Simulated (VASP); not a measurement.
# Be12H3N: single point with PBEsol

Slab: Be12H3N, a slab with vacuum.

```
CELL_PARAMETERS angstrom
4.58000 0.00000 0.00000
2.29000 3.96640 0.00000
0.00000 0.00000 14.58843
ATOMIC_POSITIONS crystal
Be 0.00000 0.00000 0.06855
Be 0.50000 0.00000 0.06855
Be 0.00000 0.50000 0.06855
Be 0.50000 0.50000 0.06855
Be 0.83073 0.33387 0.19580
Be 0.33075 0.33313 0.19169
Be 0.82962 0.83246 0.19396
Be 0.33008 0.83293 0.18986
Be 0.99716 0.99435 0.31228
Be 0.48891 0.00425 0.31129
Be 0.99122 0.49999 0.34087
Be 0.48509 0.50212 0.31161
N 0.92242 0.50320 0.46445
H 0.69157 0.71059 0.47865
H 0.90911 0.29161 0.48074
H 0.10473 0.51054 0.50377
```

The cell was built by a generator and needn't be a form met in nature.

```
Program                : VASP 6.6.1
Task                   : single point
Functional             : PBEsol
Potentials or basis    : VASP PAW PBE potentials, release 64 (Be, N, H)
Cutoff                 : 520 eV
k mesh                 : 6 × 6 × 1
Occupations            : fermi-dirac, width 0.05 eV
Spin                   : no spin polarisation
Dipole correction      : no
Further INCAR settings : LREAL = Auto; ALGO = Fast; EDIFF = 1e-07; NBANDS = 30
```

| Item | Value |
| --- | --- |
| Largest force | 0.244 eV/Å |
| Band gap on the k mesh | none (metal or under the smearing width) |

Forces in eV/Å, atoms in the order of the input:
```
Be  -0.094  0.077 -0.055
Be   0.008 -0.033 -0.088
Be  -0.120  0.007  0.212
Be   0.058 -0.054 -0.067
Be   0.005  0.002  0.000
Be  -0.007 -0.001  0.011
Be   0.006 -0.006 -0.001
Be  -0.002  0.002 -0.012
Be  -0.002  0.000  0.003
Be   0.002  0.017  0.005
Be   0.000  0.001  0.001
Be   0.003 -0.009 -0.004
N    0.028 -0.010 -0.002
H    0.029  0.015  0.002
H    0.038 -0.013 -0.004
H    0.048  0.007 -0.001
```

Levels at points of the mesh, in eV from the Fermi level:
| k point | band 12 | band 13 | band 14 | band 15 | band 16 | band 17 | band 18 | band 19 | band 20 | band 21 |
| --- | --- | --- | --- | --- | --- | --- | --- | --- | --- | --- |
| (0.00, 0.00, 0.00) | -1.88 | -1.84 | -1.77 | -1.72 | -1.70 | -1.56 | 1.27 | 2.69 | 2.76 | 2.78 |
| (0.50, 0.00, 0.00) | -2.15 | -2.05 | -1.61 | 0.15 | 0.24 | 0.44 | 1.25 | 3.08 | 3.24 | 3.31 |
| (0.50, 0.50, 0.00) | -2.14 | -2.06 | -1.61 | 0.14 | 0.23 | 0.45 | 1.25 | 3.06 | 3.24 | 3.32 |
| (0.00, 0.50, 0.00) | -2.12 | -2.05 | -1.61 | 0.17 | 0.26 | 0.43 | 1.25 | 3.15 | 3.28 | 3.32 |

Run time: 3.4 min on 1 thread of Intel(R) Xeon(R) 6975P-C (Granite Rapids), with other jobs on the host, peak memory 0.4 GiB.

Caveat: the PAW data sets were made with another functional, which shifts forces and pressure a little.
